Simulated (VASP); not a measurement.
Method: PBE GGA, VASP's PBE PAW potentials (set 64) (plane waves; VASP 6.6.1).

The input files of a VASP run:

**POSCAR**
```
PtTe
1
    0.0000000000     3.0131597560     3.0131597560
    3.0131597560     0.0000000000     3.0131597560
    3.0131597560     3.0131597560     0.0000000000
Pt Te
1 1
Direct
  0.0000000000   0.0000000000   0.0000000000
  0.2500000000   0.2500000000   0.2500000000
```

**INCAR**
```
ALGO  =  Normal
EDIFF  =  1E-7
ENCUT  =  400
GGA  =  PE
ISIF  =  2
ISMEAR  =  -5
LASPH  =  .TRUE.
LCHARG  =  .TRUE.
LMAXMIX  =  6
LORBIT  =  11
LREAL  =  .FALSE.
LWAVE  =  .FALSE.
NEDOS  =  601
NELM  =  100
PREC  =  Accurate
SYSTEM  =  PtTe
```

File KPOINTS:
```
K-points
0
G
12 12 12
```

POTCAR, in this order: Pt Te (PBE.64 set). Program: vasp_std.

Unless said otherwise, spin-orbit coupling is left out, though it shifts the bands of the heavy elements here.

**Question.** Estimate the energy per atom (σ→0), band gap (on the k-mesh).

**Answer.** 
```yaml
energy per atom (σ→0): -4.726 eV/atom
band gap (on the k-mesh): none (metal, semimetal or under 0.01 eV)
```

**OSZICAR**
```
...
DAV:   9    -0.945149724838E+01    0.75537E-04   -0.61472E-04  2120   0.193E-01    0.319E-01
DAV:  10    -0.945147617315E+01    0.21075E-04   -0.45986E-04  1912   0.151E-01    0.418E-02
DAV:  11    -0.945146810031E+01    0.80728E-05   -0.42205E-05  2136   0.521E-02    0.207E-02
DAV:  12    -0.945147296587E+01   -0.48656E-05   -0.36768E-06  1964   0.145E-02    0.129E-02
DAV:  13    -0.945147433068E+01   -0.13648E-05   -0.18695E-06  2016   0.109E-02    0.281E-03
DAV:  14    -0.945147471872E+01   -0.38804E-06   -0.10911E-07  1476   0.295E-03    0.549E-04
DAV:  15    -0.945147470181E+01    0.16908E-07   -0.21857E-08  1296   0.114E-03
   1 F= -.94514747E+01 E0= -.94514747E+01  d E =0.000000E+00
```

The structure was generated: PtTe was put into the zinc blende type (F-43m), which need not be its known phase. It was relaxed first, which changed the volume by -14 %.
